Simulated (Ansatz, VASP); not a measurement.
**Sn in two plane-wave programs**

Aim: how closely do two programs agree when they are given the same cell, functional and k mesh? The cell is taken from a series of runs on this material, whose earlier steps may have relaxed, scaled, displaced or heated it; both programs get it as it stands.

Program: Ansatz 0.2.0. Level of theory: plane waves, with VASP 6.6.1 beside it; zone-centre phonons at PBE. Results are calculated unless marked as measured.

### 1. Set-up

The structure is tetragonal, space group I4_1/amd (No. 141). Conventional cell: a = 5.972 Å, b = 5.972 Å, c = 3.188 Å, α = 90.00°, β = 90.00°, γ = 90.00°. Nearest to Sn lie 6 Sn at 3.09 to 3.19 Å.

### 2. Ansatz: zone-centre phonons, PBE

Ansatz runs on its default PAW (the set named soft_2) files.

Second derivatives magnify differences that forces hide, and they need a tight electronic threshold.

input.yaml

```yaml
crystal:
  lattice:
    - [-2.9857667292, 2.9857667292, 1.5941619395]
    - [2.9857667292, -2.9857667292, 1.5941619395]
    - [2.9857667292, 2.9857667292, -1.5941619395]
  atoms:
    - { symbol: Sn, position: [0.75, 0.25, 0.5] }
    - { symbol: Sn, position: [0.0, 0.0, 0.0] }
kpoints:
  mp_grid: { grid: [6, 6, 6] }
hamiltonian:
  xc: pbe
scf:
  occupations: { method: methfessel_paxton, width: 0.2 }
output:
  eigenvalues: true
phonons:
  method: dfpt
  qmesh: [2, 2, 2]
  temperatures: { t_max: 1000, t_step: 50 }
  qpath:
    path:
      - [[0.0, 0.0, 0.0], [0.0, 0.0, 0.5], [-0.5, 0.5, 0.5], [0.0, 0.0, 0.0], [0.32126776, 0.32126776, -0.32126776]]
      - [[-0.32126776, 0.67873224, 0.32126776], [-0.5, 0.5, 0.5]]
      - [[0.0, 0.0, 0.5], [0.25, 0.25, 0.25], [0.0, 0.5, 0.0], [0.0, 0.0, 0.0]]
    npoints: 10
```

The run is started by

```
> ansatz run input.yaml --threads 4 --pin off --max-ram 10240MiB --backend cpu --events-out ev --progress --plain --runs-dir out
```

Numbers of over 12 decimals in the logs are rounded to 6 here.

What it wrote:

```text
Engine: ansatz 0.2.0, x86_64-unknown-linux-gnu
Pseudopotentials: kind: paw
Pseudopotential: Sn, paw, valence charge 14, recommended cutoff 420 eV (normal), Sn.paw.azcp
Functional definition: PBE
  parameter kappa = 0.804
  parameter beta = 0.066725
  exchange = pbe_x(kappa = kappa, mu = beta*pi^2/3)
  correlation = pbe_c(beta = beta)
Crystal: 2 atoms, lattice volume = 56.847 Å³
Basis set: ecut = 420 eV, 1113 PW (Γ), exchange–correlation on 64×64×64 points (8 copies of the dense FFT grid, shifted against one another)
Bands: 18, of which v1, the nominal top of the filled ones, is band 14 counted from 1 (13 counted from 0)
Symmetry: 16 space group operations
k-points: 30 of 216
Non-local potential: Sn, projectors of the file, l = 0: 2, l = 1: 2, l = 2: 2, l = 3: 2
PAW form: soft (Blöchl's): semilocal exchange-correlation on the pseudo side does not see the compensation charge
PAW one-centre angular grid: Sn, 590 points (default); XC on 64 Gauss nodes
Initial density: superposition of atomic densities (neutral atoms: chi_scale 0, normalization atom), corrected by the library's trained network
Initial wavefunctions: pseudopotential atomic-orbital guess
Functional: x = pbe(κ = 0.804, μ = 0.219515), c = pbe(β = 0.066725)
SCF iter   1: F=—  HF=-12048.332163 eV  |F-HF|=—  |Δ(HF+E_count)|=         —  Δρ=9.39e-4  dr2=3.62e-4  ethr=1.77e-3  ⟨swp⟩=5.6  Hψ=2598  notcnv=0
preconditioner: auto → Kerker (q_TF=auto, 2.425 Å⁻¹)  [metal: Δε(μ)=0.039 eV  Ē_g=20.084 eV  σ=0.200 eV  W_gap=0.16  n_scr=16 (ndim 8)  ℏωp=26.1 eV  f_vac=0.000  D(μ)=1.54/eV (n_scr^D=8)]
SCF iter   2: F=—  HF=-12048.330883 eV  |F-HF|=—  |Δ(HF+E_count)|=   1.28e-3  S|Δr|=    0.00e0  Δρ=5.94e-4  dr2=1.96e-4  ethr=1.29e-6  ⟨swp⟩=2.1  Hψ=1204  notcnv=0
SCF iter   3: F=—  HF=-12048.330951 eV  |F-HF|=—  |Δ(HF+E_count)|=   6.82e-5  S|Δr|=    0.00e0  Δρ=2.91e-4  dr2=4.09e-5  ethr=6.99e-7  ⟨swp⟩=2.0  Hψ=963  notcnv=0
SCF iter   4: F=—  HF=-12048.330958 eV  |F-HF|=—  |Δ(HF+E_count)|=   7.06e-6  S|Δr|=    0.00e0  Δρ=1.33e-4  dr2=7.55e-6  ethr=1.46e-7  ⟨swp⟩=1.7  Hψ=601  notcnv=0
SCF iter   5: F=—  HF=-12048.330955 eV  |F-HF|=—  |Δ(HF+E_count)|=   2.82e-6  S|Δr|=    0.00e0  Δρ=2.07e-5  dr2=1.77e-7  ethr=2.70e-8  ⟨swp⟩=2.0  Hψ=963  notcnv=0
SCF iter   6: F=—  HF=-12048.330954 eV  |F-HF|=—  |Δ(HF+E_count)|=   9.79e-7  S|Δr|=    0.00e0  Δρ=5.98e-6  dr2=1.46e-8  ethr=6.33e-10  ⟨swp⟩=3.0  Hψ=993  notcnv=0
SCF iter   7: F=—  HF=-12048.330954 eV  |F-HF|=—  |Δ(HF+E_count)|=   5.17e-9  S|Δr|=    0.00e0  Δρ=2.70e-6  dr2=3.35e-9  ethr=5.22e-11  ⟨swp⟩=2.4  Hψ=973  notcnv=0
SCF iter   8: F=—  HF=-12048.330954 eV  |F-HF|=—  |Δ(HF+E_count)|=   1.84e-9  S|Δr|=    0.00e0  Δρ=5.50e-7  dr2=1.77e-10  ethr=1.20e-11  ⟨swp⟩=2.0  Hψ=950  notcnv=0
SCF iter   9: F=-12048.330954 eV  HF=-12048.330954 eV  |F-HF|=7.28e-12  |Δ(HF+E_count)|=  1.00e-10  S|Δr|=    0.00e0  Δρ=2.43e-8  dr2=2.73e-13  ethr=1.00e-12  ⟨swp⟩=4.6  Hψ=2632  notcnv=0
SCF 1 converged in 9 iterations: F = -12048.330954 eV  dr2 = 2.73e-13
  greatest PAW one-centre occupation: 0.991 electrons in one spin orbital (limit 2), on the Sn atom at site 1 (counted from 0), in its partial waves of l = 2
NSCF: frozen V_eff on 30 k-points
NSCF: frozen V_eff on 46 k-points
DFPT response loops at q = (0, 0, 0) (fractional): preconditioner auto → Kerker (q_TF=auto, 2.425 Å⁻¹) (partly filled bands, converged f_vac=0.000); β = 1.00, the filter's whole step (`scf.mixing.beta` (0.50) is not read by the response loops under this deck's `scf.mixing.preconditioner`; to damp them name `kerker` or `kerker_dos`, under which they read `scf.mixing.beta`, and type it under 1.00, their step now; both keys bind the ground state too); Broyden in place of MSR1
NSCF: frozen V_eff on 136 k-points
DFPT response loops at q = (0, 0, -0.5) (fractional): mixed as the last ones told, above
NSCF: frozen V_eff on 136 k-points
DFPT response loops at q = (0, -0.5, 0) (fractional): mixed as the last ones told, above
NSCF: frozen V_eff on 92 k-points
DFPT response loops at q = (-0.5, -0.5, -0.5) (fractional): mixed as the last ones told, above
SCF converged after 9 iterations
Stability not checked: this state was not tested for a lower state beside it, because cold or Methfessel-Paxton smearing, or corrected tetrahedra, fill the levels in a way that the test cannot read (fill_not_monotonic; see scf.lower_state_search)
Free energy (F): -12048.330954 eV
Harris-Foulkes:  -12048.330954 eV  (|F-HF|=7.28e-12)
Internal energy: -12048.327906 eV  (E = F + TS)
E sigma→0 (E₀):  -12048.330192 eV
Entropy (-TS):   -0.003049 eV (-1.524 meV/atom)
Fermi energy:    10.159622 eV
Step filling:    the computed levels leave a gap of 0.0408 eV = 0.2 smearing widths at the electron count; against every level under it full and every level over it empty, smearing changes F+E_penalty+E_count by -0.746 meV and its σ→0 estimate by +0.016 meV
--- Per-component energies (eV) ---
  E_band       = -181.603287
  E_kinetic    = 372.216918
  E_local      = -1763.688434  (includes V_loc(G=0)·N_el)
  E_nonlocal   = -64.878901
  E_hartree    = 1088.014372
  E_xc         = -764.821107
  E_vxc        = -191.641734  (∫ρ·V_xc dr)
  E_paw        = -8272.051124  (= ΣΔE_a)
  E_vpaw       = -709.639888  (= ΣTr[D̂ρ^β])
  E_aug_tail   = -0.000001  (compensation charges beyond the density's cutoff)
  E_ewald      = -2643.119629
  E_smearing   = -0.003049  (= −TS)
  E_closure    = -0.000000  (closes the sum)
  Σ components = -12048.330954   (vs F -12048.330954, Δ=0.00e0)
--- Band table (eV; the first three rows and the last of 30) ---
  k-point 0: bands = [... 10 lower, -0.7394, 6.0955, 8.1351, 8.1351, 13.0388, 15.8954, 15.8954, 16.8887]
  k-point 1: bands = [... 10 lower, -0.5030, 4.8040, 8.4153, 9.0297, 14.0980, 14.3751, 14.7592, 16.7339]
  k-point 2: bands = [... 10 lower, 0.2043, 2.9526, 9.2405, 10.1497, 12.3275, 12.9660, 16.3307, 16.4146]
  k-point 29: bands = [... 10 lower, 2.5415, 2.5415, 5.5003, 5.5003, 15.3016, 15.3016, 18.7502, 18.7502]
--- Phonons (Γ-DFPT): 2 representative perturbations + reference (Σ response iterations 6) ---
  ASR residual: 2.564e-5 → 0.000e0 eV/Å²; symmetrization residual: 3.610e-12 eV/Å²
  ASR residual per site (eV/Å²): 2.56e-5 2.56e-5
  Γ frequencies (cm⁻¹): 0.00 0.00 0.00 22.71 108.72 108.72
--- Phonons (arbitrary-q DFPT): 4 irreducible q on the 2×2×2 mesh ---
  q = [0.0000, 0.0000, 0.0000] (star 1, of the zone-centre solve; hermiticity 1.10e-12, symmetrization 1.40e-12): -0.00 0.00 0.00 22.71 108.72 108.72
  q = [0.0000, 0.0000, -0.5000] (star 2, 2 solved perturbations in 114 linear systems a pass and spin channel, the states on 68 of 216 k-point pairs; hermiticity 1.75e-6, symmetrization 1.48e-7): 21.24 21.24 92.51 92.51 101.11 101.11
  q = [0.0000, -0.5000, 0.0000] (star 4, 3 solved perturbations on 68 of 216 k-point pairs; hermiticity 1.66e-6, symmetrization 7.59e-7): 26.81 66.21 70.07 110.29 111.27 117.65
  q = [-0.5000, -0.5000, -0.5000] (star 1, 2 solved perturbations in 76 linear systems a pass and spin channel, the states on 46 of 216 k-point pairs; hermiticity 1.24e-6, symmetrization 5.57e-7): -25.29 -25.29 16.12 16.12 127.33 127.33
  sum rule: each row above includes the acoustic sum rule's correction from the zone centre's row sums; it moved no ω² by more than (0.24 cm⁻¹)²
  mesh force constants: q→R imaginary residual 1.20e-17; ASR residual 2.564e-5 → 0.000e0 eV/Å²; symmetrization residual 3.109e-15 eV/Å²
  interpolated dispersion: 83 rows × 6 modes
  density of states and harmonic sums: on the 22×22×16 q-mesh, interpolated from the force constants of a 2×2×2 supercell (no non-analytic term)
  largest difference from the sums on the solved wave vectors: F 1.05e-1 eV, S 1.47e-4 and C_V 4.18e-5 eV/K
  zero-point energy: 0.027643 eV/cell   skipped modes (ω ≤ 0): 307, of them read as no rigid motion or as one in doubt: 304 (1.392e-1 modes/cell left out, lowest -27.21 cm⁻¹)   left out of the sums: 2.33e-2 of the cell's modes: C_V's classical limit lies that fraction below 3 k_B per atom; for a crystal, a wire or a layer, F and S can be off by more, and a phonons.interpolated_qmesh denser along its periods is the remedy for the sampling
```

In the SCF lines HF is the Harris–Foulkes energy and dr2 the Hartree energy of the density residual, in eV; the loop may stop once dr2 is under the threshold and the program's other checks hold. Hψ counts applications of the Hamiltonian.

(Continued in part 2 of 2.)

[Lines on the potential files, build, host, timing and source positions are cut from VASP's logs without a mark.]

[Logs are printed without paths, hosts, clocks, repeated set-up lines and the standing remarks that a program may print on its own settings, such as how far it seeks lower states.]

[Hosts, paths, dates, database ids (printed as entryN), source tags and the programs' standing remarks are cut or masked in the printed files.]
